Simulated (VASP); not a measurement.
Energy against volume of Al (fcc). These are optB88-vdW, VASP's PBE PAW potentials (set 64) (plane waves; VASP) values and carry that method's errors. Run with 520 eV cut-off, 15×15×15 Γ-centred mesh, first-order Methfessel-Paxton smearing of 0.10 eV, potentials Al.

```json
[
 {"V (Å³/atom)": "16.109", "E (eV/atom)": "-2.24917"},
 {"V (Å³/atom)": "16.608", "E (eV/atom)": "-2.25273"},
 {"V (Å³/atom)": "17.106", "E (eV/atom)": "-2.25002"},
 {"V (Å³/atom)": "17.604", "E (eV/atom)": "-2.24214"}
]
```

Fit these four points and predict the energy of the run at 15.611 Å³/atom.

A cubic in V^(−2/3), the third-order Birch-Murnaghan form, passes through the four points with V0 = 16.63 Å³/atom and B0 = 67 GPa, and gives -2.2380 eV/atom there. The run gave -2.2376 eV/atom, +0.4 meV/atom from the fit; all five points give B0 = 68 GPa.

The compound is Al in the fcc structure. It was relaxed first.
